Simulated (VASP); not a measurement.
Consider the following.

```
CELL_PARAMETERS angstrom
      3.55386     0.00000     0.00000
      0.00000     3.48418     0.00000
      0.00000     0.00000     3.48418
ATOMIC_POSITIONS crystal
  Fe 0.00000 0.00000 0.00000
  Ni 0.00000 0.50000 0.50000
  Ni 0.50000 0.00000 0.50000
  Ni 0.50000 0.50000 0.00000
```
Starting moments (μB, in the order of the record's atoms Fe Ni Ni Ni): 2.8 0.6 0.6 0.6.

These are PBEsol GGA, VASP's PBE PAW potentials (set 64) (plane waves; VASP) values and carry that method's errors. Numerical set-up: 480 eV cut-off, 8×8×8 Γ-centred mesh, first-order Methfessel-Paxton smearing of 0.10 eV, potentials Fe Ni.

**Question.** Give the stress tensor in GPa (positive for a compressed cell).

**Answer.** 
```
-5.34   0.00   0.00
 0.00  -2.63   0.00
 0.00   0.00  -2.63
```
The pressure is its mean diagonal, -3.54 GPa.

The compound is Ni3Fe in the L1_2 structure. This cell was strained or had an atom moved on purpose.
